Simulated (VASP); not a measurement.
VASP ran on this input.

File KPOINTS:
```
Automatic mesh
0
Gamma
12 12 12
0 0 0
```

POSCAR:
```
Au
1
   -0.0000000000     3.0113560501     3.0113560501
    3.0113560501     0.0000000000     3.0113560501
    3.0113560501     3.0113560501     0.0000000000
Au
2
Direct
  0.7500000000   0.7500000000   0.7500000000
  0.5000000000   0.5000000000   0.5000000000
```

INCAR:
```
ALGO = Normal
EDIFF = 1E-7
ENCUT = 400
GGA = PS
ISIF = 2
ISMEAR = -5
LASPH = T
LCHARG = T
LMAXMIX = 6
LORBIT = 11
LREAL = F
LWAVE = F
NEDOS = 601
NELM = 100
PREC = Accurate
SYSTEM = Au
```

POTCAR, in this order: Au (PBE.64 set). Program: vasp_std.

Problem. Write an equivalent input for Ansatz.

Solution. One equivalent input (not run):
Ansatz 0.2 input:
```yaml
crystal:
  lattice:
    - [0.0000000, 3.0113561, 3.0113561]
    - [3.0113561, 0.0000000, 3.0113561]
    - [3.0113561, 3.0113561, 0.0000000]
  atoms:
    - { symbol: Au, position: [0.7500000, 0.7500000, 0.7500000] }
    - { symbol: Au, position: [0.5000000, 0.5000000, 0.5000000] }
kpoints:
  mp_grid: { grid: [12, 12, 12] }
hamiltonian:
  xc: pbesol
  pseudopotentials: { kind: paw }
scf:
  occupations: { method: tetrahedron }
  max_iter: 100
output: { forces: true, stress: true, eigenvalues: true }
```
The two are equivalent in intent, not identical: each code has its own PAW files, so the cut-off isn't converted (ENCUT is set for VASP's; basis.ecutwfc is left out, and Ansatz then takes the one that its files recommend); Ansatz stops its SCF on the density residual and VASP on the energy change (EDIFF).

The structure was generated: Au was put into the diamond type (Fd-3m), which need not be its known phase. It was relaxed first, which changed the volume by +13 %.
